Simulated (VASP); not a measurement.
## Ir: a series in a change of volume

How do stress and energy of Ir follow a change of volume?

Main program and level: VASP 6.6.1; PBEsol; plane waves and PAW (Ir), in the first sound run; inputs show where later runs differ.

This is a report of a sequence of runs, with most program output left out.

**1. The structure**

It takes space group Fm-3m (No. 225, cubic). The conventional cell has a = 3.840 Å, b = 3.840 Å, c = 3.840 Å, α = 90.00°, β = 90.00°, γ = 90.00°. Ir has 12 Ir at 2.72 Å nearest.

**2. Relax the crystal, PBEsol**

The series starts from the cell that this level prefers, so that zero strain is near zero stress.

Level: PBEsol; plane waves and PAW (Ir).

INCAR reads:

```
SYSTEM = Ir
PREC = Accurate
ENCUT = 450
EDIFF = 1E-07
NELM = 120
ISMEAR = 1
SIGMA = 0.15
LREAL = .FALSE.
ALGO = Normal
GGA = PS
NBANDS = 10
LASPH = .TRUE.
LORBIT = 11
LWAVE = .FALSE.
LCHARG = .FALSE.
KPAR = 8
IBRION = 2
NSW = 40
ISIF = 3
EDIFFG = -0.005
POTIM = 0.4
```

POSCAR reads:

```
Ir
1.0
    0.0000000000      1.9200000000      1.9200000000
    1.9200000000      0.0000000000      1.9200000000
    1.9200000000      1.9200000000      0.0000000000
Ir
1
Direct
    0.0000000000      0.0000000000      0.0000000000
```

KPOINTS reads:

```
Automatic mesh
0
Gamma
26 26 26
0 0 0
```

Potentials, in the order of the species: Ir (PBE family, release 64).

On the command line:

```sh
> mpirun -np 8 vasp_std
```

Wall time 43 s (8 MPI ranks of AMD EPYC 7R43, shared host); peak memory 1.2 GiB; 5.6 min of CPU time.

Read from the output:

* energy(sigma→0) of the program: -9.8214 eV
* stress, compression positive: xx, yy, zz 0.00, 0.00, 0.00 GPa
* volume: 14.082 Å³
* ionic steps: 3

**3. Relax at fixed volume, PBEsol**

One member in full: the volume is scaled by 1.04, and the cell is held.

Level: PBEsol; plane waves and PAW (Ir).

INCAR: that of step 2 with these lines changed.

```diff
@@ -15,7 +15,8 @@
 LCHARG = .FALSE.
-KPAR = 8
+KPAR = 2
 IBRION = 2
 NSW = 40
-ISIF = 3
-EDIFFG = -0.005
+ISIF = 2
+EDIFFG = -0.004
 POTIM = 0.4
+MAXMIX = 40
```

POSCAR reads:

```
Ir
1.0
    0.0000000000      1.9418600209      1.9418600209
    1.9418600209      0.0000000000      1.9418600209
    1.9418600209      1.9418600209      0.0000000000
Ir
1
Direct
    0.0000000000      0.0000000000      0.0000000000
```

KPOINTS is that of step 2.

On the command line:

```sh
> mpirun -np 2 vasp_std
```

It took 62 s on 2 MPI ranks; peak memory 0.27 GiB; 2 min of CPU time.

This run gave:

```
energy(sigma→0) of the program : -9.7963 eV
stress, compression positive   : xx, yy, zz -13.84, -13.84, -13.84 GPa
ionic steps                    : 1
```

**4. The table**

The other members went through these steps as far as the tables show, with the same cutoff and, step by step, the same mesh; 8 runs are not shown. The session took 0.39 core hours (wall time by ranks) on a shared machine.

```tsv
volume over the relaxed volume	volume (Å³/atom)	pressure (GPa)	energy above the unstrained row, extrapolated to no smearing (meV/atom)
0.940	13.237	28.247	70.417
0.960	13.518	17.670	30.104
0.980	13.800	8.301	7.300
0.990	13.941	?	?
1	14.082	0.001	0.000
1.010	14.222	-3.785	1.601
1.020	14.363	-7.345	6.430
1.040	14.645	-13.842	25.005
1.060	14.926	-19.581	54.319
```

**5. A fit to the known rows**

A least-squares cubic through the 8 rows shown, with u the logarithm of the volume ratio: pressure = − 1185 u³ + 998.2 u² − 390.2 u − 2.42e-4 (GPa), r.m.s. residual 0.0013 GPa.

For the withheld row, u = -0.01005, the fit gives 4.023 GPa.

**6. Prediction against calculation**

The calculation gives 4.025 GPa, so the prediction is 0.002 GPa too low.

A cubic of the pressure in ln(V/V₀) through all rows has the slope −B at V₀: B = 390 GPa, and its curvature gives B′ = 5.1.

**7. Results**

| Item | Value |
| --- | --- |
| error of the predicted pressure | -0.002 GPa |
| bulk modulus | 390 GPa |

In words: These are static values: temperature and zero-point motion are left out. In a metal the slopes also depend on mesh and smearing, which were held through the series.

[Lines on the potential files, build, host, timing and source positions are cut from VASP's logs without a mark.]

[Logs are printed without paths, hosts, clocks, repeated set-up lines and the standing remarks that a program may print on its own settings, such as how far it seeks lower states.]

[Hosts, paths, dates, database ids (printed as entryN), source tags and the programs' standing remarks are cut or masked in the printed files.]

[In band tables of VASP the shares of atoms and orbitals are scaled to a sum of 1 inside the atoms' spheres.]
